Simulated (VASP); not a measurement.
# PtB (relaxed from the wurtzite structure, space group P6_3mc): computed properties

Calculation: PBE GGA, VASP's PBE PAW potentials (set 64) (plane waves; VASP 6.6.1).

* **space group**: P6_3mc (186)
* **cell**: a = b = 3.358 Å, c = 5.680 Å, α = β = 90.00°, γ = 120.00°
* **volume per atom**: 13.86 Å³/atom
* **band gap (over mesh and band path)**: none (metal, semimetal or under 0.01 eV)
* **density**: 12.33 g/cm³

```
CELL_PARAMETERS angstrom
      3.35758     0.00000     0.00000
     -1.67879     2.90775     0.00000
      0.00000     0.00000     5.67993
ATOMIC_POSITIONS crystal
  Pt 0.33333 0.66667 0.00313
  Pt 0.66667 0.33333 0.50313
  B  0.33333 0.66667 0.37187
  B  0.66667 0.33333 0.87187
```

Unless said otherwise, spin-orbit coupling is left out, though it shifts the bands of the heavy elements here.

The structure was generated: PtB was put into the wurtzite type (P6_3mc), which need not be its known phase. It was relaxed first, which changed the volume by -15 %. Symmetry was kept, so distortions that lower it aren't found.
